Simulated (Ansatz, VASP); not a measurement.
## Two plane-wave programs on CsRe

```
CELL_PARAMETERS angstrom
0.00000 3.42230 3.42230
3.42230 0.00000 3.42230
3.42230 3.42230 0.00000
ATOMIC_POSITIONS crystal
Cs 0.25000 0.25000 0.25000
Re 0.50000 0.50000 0.50000
```

The cell was built by a generator and needn't be a form met in nature.

Alike in both runs: task band structure; functional PBE; k mesh 7 × 7 × 7; occupations fermi-dirac, width 0.05 eV; no spin polarisation.

|  | VASP | Ansatz |
| --- | --- | --- |
| version | VASP 6.6.1 | Ansatz 0.2.0 |
| potentials or method | VASP PAW PBE potentials, release 64 (Cs_sv, Re) | Ansatz PAW |
| plane-wave cutoff (eV) | 520 | 420 |
| valence electrons in the cell | 16 | 24 |

|  | VASP | Ansatz | Ansatz less VASP |
| --- | --- | --- | --- |
| gap on the k mesh at the Fermi level (eV) | none | none | - |
| pressure (GPa) | -0.8 | -1.5 | -0.71 |

A gap of «none» marks a metal or a gap that the smearing closes. The two sets of potentials don't hold the same shells in valence.

Caveats: spin-orbit coupling is left out, which moves the levels of the heavy elements.
